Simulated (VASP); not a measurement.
The system is Ge.

```
CELL_PARAMETERS angstrom
0.00000 2.84000 2.84000
2.84000 0.00000 2.84000
2.84000 2.84000 0.00000
ATOMIC_POSITIONS crystal
Ge 0.00000 0.00000 0.00000
Ge 0.25000 0.25000 0.25000
```

The cell was built by a generator and needn't be a form met in nature.

* Program: VASP 6.6.1
* Task: relaxation of cell and atoms
* Functional: LDA
* Potentials or basis: VASP PAW LDA potentials, release 64 (Ge_d)
* Cutoff: 600 eV
* k mesh: 10 × 10 × 10
* Occupations: gaussian, width 0.02 eV
* Spin: no spin polarisation

At the start: pressure -2.0 GPa; volume 22.91 Å³/atom.

Task: How do energy, volume and symmetry change on relaxing?

Result: Over 3 steps the energy falls by 4.0 meV/atom and the volume is 22.26 Å³/atom (-2.8 %); space group Fd-3m (No. 227, to 0.05 Å).

The path:
```csv
step,energy change (eV),largest force (eV/Å),pressure (GPa),volume (Å³)
1,0.0000,0.0000,-1.99,45.81
2,-0.0066,0.0000,0.99,43.95
3,-0.0081,0.0000,0.01,44.51
```

Final structure:
```
Ge
1.0
     0.00000    2.81292    2.81292
     2.81292    0.00000    2.81292
     2.81292    2.81292    0.00000
Ge
2
Cartesian
  0.0000 0.0000 0.0000
  1.4065 1.4065 1.4065
```
